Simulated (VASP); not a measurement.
Input:

```xyz
6
Lattice="1.7461 -3.0244 0.0000 1.7461 3.0244 0.0000 0.0000 0.0000 13.9761" Properties=species:S:1:pos:R:3 pbc="T T T"
Te     1.7461     1.0081    12.2896
Te     1.7461    -1.0081     5.3015
Te     1.7461    -1.0081     1.6866
Te     1.7461     1.0081     8.6747
Mo     1.7461     1.0081     3.4940
Mo     1.7461    -1.0081    10.4821
```

These are PBEsol GGA, VASP's PBE PAW potentials (set 64) (plane waves; VASP 6.6.1) values and carry that method's errors. Settings: 400 eV cut-off, Gaussian smearing of 0.050 eV, potentials Te Mo_sv.

Without a dispersion term in the relaxation, distances and binding between the weakly bound layers, chains or molecules are unreliable, and so is what depends on them. Unless said otherwise, spin-orbit coupling is left out, though it shifts the bands of the heavy elements here.

**Question.** Estimate the band gap (along the path) with the smallest direct gap where there is one.

**Answer.** 
- band gap (along the path) = 0.72 eV
- smallest direct gap (along the path) = 1.09 eV

The absolute energy has meaning only against runs of the same code, potentials and settings.

The compound is MoTe2 in the 2H layered structure. It was relaxed first.
